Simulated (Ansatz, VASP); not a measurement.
## GaIrO4 in VASP and in Ansatz

```
CELL_PARAMETERS angstrom
0.00000 3.11815 3.11815
3.11815 0.00000 3.11815
3.11815 3.11815 0.00000
ATOMIC_POSITIONS crystal
Ga 0.00000 0.00000 0.00000
Ir 0.25000 0.25000 0.25000
O 0.62560 0.12321 0.62560
O 0.62560 0.62560 0.12321
O 0.62560 0.62560 0.62560
O 0.12321 0.62560 0.62560
```

Alike in both runs: functional PBE; k mesh 6 × 6 × 6; occupations gaussian, width 0.1 eV; collinear spin.

Ansatz relaxed the structure, and its values are those at the end. VASP's run is a single point on that final structure, the one shown.

```csv
,VASP,Ansatz
version,VASP 6.6.1,Ansatz 0.2.0
potentials or method,"VASP PAW PBE potentials, release 64 (Ga_d, Ir, O)","scalar-relativistic, plane waves, PAW"
plane-wave cutoff (eV),520,420
valence electrons in the cell,46,54
```

|  | VASP | Ansatz | Ansatz less VASP |
| --- | --- | --- | --- |
| gap on the k mesh at the Fermi level (eV) | none | none | - |
| pressure (GPa) | 0.2 | 0.1 | -0.10 |
| net moment per atom (μB) | 0.16 | 0.15 | -0.007 |
| size of the moment on the site where the two differ most (μB) | 0.49 | 0.45 | -0.046 |

Site moments also hang on the region over which each program counts them. A gap of «none» marks a metal or a gap that the smearing closes. The two sets of potentials don't hold the same shells in valence. Ansatz warned: «spin_hold_released».

Spin-orbit coupling is left out, which matters for the levels of Ir.
